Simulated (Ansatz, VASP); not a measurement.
**Si4BN3 in VASP and in Ansatz**

```
Si B N
1.0
     4.37177    0.00000    0.00000
     0.00000    4.37177    0.00000
     0.00000    0.00000    4.37177
Si B N
4 1 3
Cartesian
  3.2466 1.1251 3.2466
  3.2466 3.2466 1.1251
  1.1251 1.1251 1.1251
  1.1251 3.2466 3.2466
  0.0000 0.0000 0.0000
  2.1859 2.1859 0.0000
  2.1859 0.0000 2.1859
  0.0000 2.1859 2.1859
```

Alike in both runs: task single point; functional PBE; k mesh 4 × 4 × 4; occupations gaussian, width 0.1 eV; collinear spin.

|  | VASP | Ansatz |
| --- | --- | --- |
| version | VASP 6.6.1 | Ansatz 0.2.0 |
| potentials or method | VASP PAW PBE potentials, release 64 (Si, B, N) | scalar-relativistic, plane waves, PAW |
| plane-wave cutoff (eV) | 520 | 420 |
| valence electrons in the cell | 34 | 34 |

```tsv
	VASP	Ansatz	Ansatz less VASP
gap on the k mesh at the Fermi level (eV)	none	none	-
pressure (GPa)	-0.5	-0.4	+0.11
rms of the force components (eV/Å)	0.009	0.010	+0.0003
net moment per atom (μB)	0.02	0.02	0.000
```

Atom by atom the forces differ by 0.000 eV/Å (rms over components). A gap of «none» marks a metal or a gap that the smearing closes. The functional is the same, so the differences come from potentials, cutoffs and numerics. Ansatz warned: «seeded_moment_not_kept».
